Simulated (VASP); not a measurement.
Set up this calculation in VASP 6.6.1, as the native input.

| Quantity | Value |
| --- | --- |
| Task | single point |
| Functional | PBE |
| Potentials or basis | VASP PAW PBE potentials, release 64 (In_d, Te, S) |
| Cutoff | 520 eV |
| k mesh | 5 × 5 × 2, shifted |
| Occupations | fermi-dirac, width 0.1 eV |
| Spin | no spin polarisation |
| Dipole correction | no |
| Further INCAR settings | ALGO = Normal; EDIFF = 1e-06; NBANDS = 30 |

The structure of In2Te2S lies in POSCAR:

```
In2Te2S
1.0
    4.1631955500     -0.0214046100      0.0068434000
   -2.1001343200      3.6171406000     -0.0180358800
   -2.0717963600      1.1734392300      9.6842763500
In Te S
2 2 1
Direct
    0.1261560000      0.9072990000      0.3216300000
    0.8789630000      0.1086780000      0.6769740000
    0.7084490000      0.2747190000      0.1579050000
    0.2949660000      0.6836720000      0.8357320000
    0.5061010000      0.4925250000      0.5039830000
```

The cell was built by a generator and needn't be a form met in nature.

These files were run (other wordings do the same):

INCAR

```
SYSTEM = In2Te2S
  PREC = Accurate
  ENCUT = 520
  EDIFF = 1E-6
  ISMEAR = -1
  SIGMA = 0.1
  LREAL = .False.
  LASPH = .True.
  NELM = 100
  ALGO = Normal
  ISIF = 2
  LWAVE = .False.
  LCHARG = .False.
  GGA = PE
  NBANDS = 30
```

KPOINTS

```
Automatic mesh
0
Gamma
  5 5 2
  0 0.5 0.5
```

Potentials or basis: VASP PAW PBE potentials, release 64 (In_d, Te, S).

Launch:

```bash
$ cat potpaw_PBE.64/In_d/POTCAR potpaw_PBE.64/Te/POTCAR potpaw_PBE.64/S/POTCAR > POTCAR
$ mpirun -np 1 vasp_std > vasp.out
```

Results of the run:

* Pressure: 0.8 GPa
* Largest force: 0.913 eV/Å
* Band gap on the k mesh: none (metal or under the smearing width)

It took 69 s on 1 thread of Intel(R) Xeon(R) 6975P-C (Granite Rapids) (shared host), peak memory 0.32 GiB.
